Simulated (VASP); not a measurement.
Set up this calculation in VASP 6.6.1, as the native input.

| Property | Result |
| --- | --- |
| Task | single point |
| Functional | LDA |
| Potentials or basis | VASP PAW LDA potentials, release 64 (Pd) |
| Cutoff | 520 eV |
| k mesh | 16 × 16 × 16 |
| Occupations | fermi-dirac, width 0.05 eV |
| Spin | collinear spin, typed start |
| Starting moments | [0.5] μB |
| Dipole correction | no |
| Further INCAR settings | ALGO = Normal; EDIFF = 1e-06; NBANDS = 15 |

The structure of Pd lies in POSCAR:

```
Pd
1.0
   -1.4860078109      1.4860078109      1.4860078109
    1.4860078109     -1.4860078109      1.4860078109
    1.4860078109      1.4860078109     -1.4860078109
Pd
1
Direct
    0.0000000000      0.0000000000      0.0000000000
```

This isn't the form of Pd at room conditions, which is fcc.

The input as run:

INCAR

```
ALGO = Normal
EDIFF = 1E-6
ENCUT = 520
GGA = CA
ISIF = 2
ISMEAR = -1
ISPIN = 2
LASPH = True
LCHARG = True
LELF = True
LMAXMIX = 4
LORBIT = 11
LREAL = False
LVHAR = True
LWAVE = False
MAGMOM = 0.5
NBANDS = 15
NELM = 150
PREC = Accurate
SIGMA = 0.05
```

KPOINTS

```
k-points
0
Gamma
  16 16 16
```

Potentials or basis: VASP PAW LDA potentials, release 64 (Pd).

Run with:

```sh
$ cat potpaw_LDA.64/Pd/POTCAR > POTCAR
$ mpirun -np 1 vasp_std > vasp.out
```

Results of the run:

- Pressure: 23.3 GPa
- Band gap on the k mesh: none (metal or under the smearing width)
- Net moment: 0.00 μB per cell
- Valence electrons inside the program's atomic spheres: Pd 9.73

Caveat: so large a pressure means that the cell lies far from this level's equilibrium, or that cutoff or potentials fall short.

Run time: 29 s on 1 thread of AMD EPYC 9R45 (Zen 5), on a shared host, peak memory 0.12 GiB.
